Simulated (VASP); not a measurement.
Method: TPSS meta-GGA, VASP's PBE PAW potentials (set 64) (plane waves; VASP 6.6.1).

A VASP calculation is set up with these files.

**KPOINTS**
```
Regular mesh
0
G
  9 9 9
0 0 0
```

**INCAR**
```
# general
SYSTEM =CaO
PREC   =Accurate
ENCUT  =520
LREAL  =F   # projection in real space or not
LASPH  =T   # aspherical one-centre terms

# electronic loop
EDIFF  =1E-6   # SCF stop (eV)
NELM   =100   # most electronic steps
ALGO   =Normal   # blocked Davidson
LMIXTAU=T

# smearing
ISMEAR =0   # Gaussian
SIGMA  =0.05   # width (eV)

# functional
METAGGA=TPSS

# ions
IBRION =2   # conjugate gradients
NSW    =60   # most ionic steps
ISIF   =3
EDIFFG =-0.01

# output
LWAVE  =F
LCHARG =F
```

File POSCAR:
```
CaO
1.0
  0.0000000000   2.4050000000   2.4050000000
  2.4050000000   0.0000000000   2.4050000000
  2.4050000000   2.4050000000   0.0000000000
Ca O
1 1
Cart
  0.0000000000   0.0000000000   0.0000000000
  2.4050000000   2.4050000000   2.4050000000
```

POTCAR, in this order: Ca_sv O (PBE.64 set). Program: vasp_std.

Output of the run:

### OSZICAR
```
       N       E                     dE             d eps       ncg     rms          rms(c)
DAV:   1     0.308238946820E+03    0.30824E+03   -0.52702E+05   840   0.101E+06
DAV:   2     0.229321090697E+02   -0.28531E+03   -0.26973E+03  1424   0.900E+02
DAV:   3    -0.100977886714E+03   -0.12391E+03   -0.11969E+03  1552   0.192E+02
DAV:   4    -0.404829941157E+02    0.60495E+02   -0.32338E+02  1604   0.956E+01
DAV:   5    -0.364186186602E+02    0.40644E+01   -0.22571E+02  1156   0.329E+01    0.824E+00
DAV:   6    -0.246642342541E+02    0.11754E+02   -0.18716E+02  1092   0.107E+02    0.131E+01
DAV:   7    -0.234594384147E+02    0.12048E+01   -0.64146E+00  1008   0.211E+01    0.978E+00
DAV:   8    -0.224167148057E+02    0.10427E+01   -0.26660E+01   976   0.490E+01    0.778E+00
DAV:   9    -0.219530589916E+02    0.46366E+00   -0.34071E+00   968   0.180E+01    0.394E+00
DAV:  10    -0.218430516227E+02    0.11001E+00   -0.33582E-01  1028   0.488E+00    0.237E+00
DAV:  11    -0.217901716261E+02    0.52880E-01   -0.24791E-01  1020   0.467E+00    0.856E-01
DAV:  12    -0.217929215790E+02   -0.27500E-02   -0.79546E-03  1024   0.119E+00    0.837E-01
DAV:  13    -0.217926556678E+02    0.26591E-03   -0.26603E-04  1264   0.109E-01    0.836E-01
DAV:  14    -0.217742328774E+02    0.18423E-01   -0.26627E-02   840   0.252E+00    0.140E+00
DAV:  15    -0.217903307903E+02   -0.16098E-01   -0.46442E-02  1240   0.232E+00    0.450E-01
DAV:  16    -0.217884893023E+02    0.18415E-02   -0.31583E-03  1176   0.535E-01    0.110E-01
DAV:  17    -0.217892790516E+02   -0.78975E-03   -0.99652E-04  1368   0.235E-01    0.123E-01
DAV:  18    -0.217892506801E+02    0.28371E-04   -0.68770E-05  1016   0.119E-01    0.509E-02
DAV:  19    -0.217892686391E+02   -0.17959E-04   -0.19951E-05   948   0.742E-02    0.303E-03
DAV:  20    -0.217892701515E+02   -0.15124E-05   -0.24713E-06   800   0.217E-02    0.733E-03
DAV:  21    -0.217892696340E+02    0.51747E-06   -0.32025E-07   448   0.829E-03
   1 F= -.21789270E+02 E0= -.21789270E+02  d E =-.217893E+02
       N       E                     dE             d eps       ncg     rms          rms(c)
DAV:   1    -0.217974112275E+02   -0.81411E-02   -0.21563E-01   932   0.566E+00    0.620E-01
DAV:   2    -0.217905314701E+02    0.68798E-02   -0.29184E-02   948   0.166E+00    0.242E-01
DAV:   3    -0.217895256712E+02    0.10058E-02   -0.32432E-03  1344   0.755E-01    0.102E-01
DAV:   4    -0.217895365141E+02   -0.10843E-04   -0.22821E-03  1288   0.410E-01    0.412E-02
DAV:   5    -0.217895638419E+02   -0.27328E-04   -0.23624E-05   992   0.612E-02    0.375E-02
DAV:   6    -0.217895235192E+02    0.40323E-04   -0.80743E-05   992   0.845E-02    0.216E-02
DAV:   7    -0.217896041313E+02   -0.80612E-04   -0.10001E-04   856   0.104E-01    0.552E-03
DAV:   8    -0.217896099292E+02   -0.57978E-05   -0.53320E-06  1096   0.243E-02    0.271E-03
DAV:   9    -0.217896084352E+02    0.14940E-05   -0.29457E-07   452   0.564E-03    0.292E-03
DAV:  10    -0.217896077465E+02    0.68869E-06   -0.37883E-07   420   0.801E-03
   2 F= -.21789608E+02 E0= -.21789608E+02  d E =-.338113E-03
       N       E                     dE             d eps       ncg     rms          rms(c)
DAV:   1    -0.217901592948E+02   -0.55086E-03   -0.13858E-02   928   0.143E+00    0.158E-01
DAV:   2    -0.217896860932E+02    0.47320E-03   -0.18779E-03   936   0.422E-01    0.608E-02
DAV:   3    -0.217896484635E+02    0.37630E-04   -0.20835E-04  1352   0.192E-01    0.255E-02
DAV:   4    -0.217896373141E+02    0.11149E-04   -0.14284E-04  1284   0.103E-01    0.103E-02
DAV:   5    -0.217896426009E+02   -0.52867E-05   -0.14454E-06   900   0.152E-02    0.938E-03
DAV:   6    -0.217896355775E+02    0.70233E-05   -0.49333E-06   948   0.209E-02    0.535E-03
DAV:   7    -0.217896563602E+02   -0.20783E-04   -0.65171E-06   856   0.268E-02    0.126E-03
DAV:   8    -0.217896554410E+02    0.91920E-06   -0.28798E-07   476   0.632E-03
   3 F= -.21789655E+02 E0= -.21789655E+02  d E =-.385807E-03
```

**OUTCAR**
```
------------------------ aborting loop because EDIFF is reached ----------------------------------------
  FORCE on cell =-STRESS in cart. coord.  units (eV):
  Direction    XX          YY          ZZ          XY          YZ          ZX
  --------------------------------------------------------------------------------------
  Total       -0.0007891     -0.0007891     -0.0007891      0.0000000      0.0000000      0.0000000
  in kB       -0.0451548     -0.0451548     -0.0451548      0.0000000      0.0000000      0.0000000
  external PRESSURE =      -0.0451548 kB  Pullay stress =       0.0000000 kB
  volume of cell :       28.00
      direct lattice vectors                 reciprocal lattice vectors
     0.000000000  2.410088765  2.410088765    -0.207461238  0.207461238  0.207461238
     2.410088765 -0.000000000  2.410088765     0.207461238 -0.207461238  0.207461238
     2.410088765  2.410088765  0.000000000     0.207461238  0.207461238 -0.207461238
  FREE ENERGIE OF THE ION-ELECTRON SYSTEM (eV)
  ---------------------------------------------------
  free  energy   TOTEN  =       -21.7896554410 eV

  energy  without entropy=      -21.7896554410  energy(sigma->0) =      -21.78965544

 reached required accuracy - stopping structural energy minimisation
```
(Selected blocks of OUTCAR.)

### CONTCAR
```
CaO
   1.00000000000000
     0.0000000000000000    2.4100887653288736    2.4100887653288736
     2.4100887653288736   -0.0000000000000000    2.4100887653288736
     2.4100887653288736    2.4100887653288736    0.0000000000000000
  Ca              O
     1     1
Direct
     0.0000000000000000    0.0000000000000000    0.0000000000000000
     0.5000000000000000    0.5000000000000000    0.5000000000000000
```

### OUTCAR
```
 val. band max:        2.1312344487   @ k =   0.0000   0.0000   0.0000

 cond. band min:       5.9495340718   @ k =   0.4444   0.4444   0.0000


 Fermi energy:         2.3568226380

 k-point     1 :       0.0000    0.0000    0.0000
  band No.  band energies     occupation
      1     -36.0887      2.00000
      2     -16.4413      2.00000
      3     -16.4413      2.00000
      4     -16.4413      2.00000
      5     -13.8962      2.00000
      6       2.1312      2.00000
      7       2.1312      2.00000
      8       2.1312      2.00000
      9       6.8546      0.00000
     10       8.6061      0.00000
     11       8.6061      0.00000
     12       8.6061      0.00000

 k-point     2 :       0.1111    0.0000    0.0000
  band No.  band energies     occupation
      1     -36.0773      2.00000
      2     -16.6234      2.00000
      3     -16.4475      2.00000
      4     -16.4475      2.00000
      5     -13.7069      2.00000
      6       1.6930      2.00000
      7       1.9661      2.00000
      8       1.9661      2.00000
      9       7.4152      0.00000
     10       8.5441      0.00000
     11       8.8184      0.00000
     12       8.8184      0.00000

 k-point     3 :       0.2222    0.0000    0.0000
  band No.  band energies     occupation
      1     -36.0482      2.00000
      2     -17.0048      2.00000
      3     -16.4630      2.00000
      4     -16.4630      2.00000
      5     -13.3056      2.00000
      6       0.8120      2.00000
      7       1.5867      2.00000
      8       1.5867      2.00000
      9       8.4557      0.00000
     10       8.7384      0.00000
     11       9.3938      0.00000
     12       9.3938      0.00000

 k-point     4 :       0.3333    0.0000    0.0000
  band No.  band energies     occupation
      1     -36.0149      2.00000
      2     -17.3588      2.00000
      3     -16.4804      2.00000
      4     -16.4804      2.00000
      5     -12.9267      2.00000
      6       0.0083      2.00000
...
```

The compound is CaO in the rock salt structure. This run relaxes it. Symmetry was kept, so distortions that lower it aren't found.
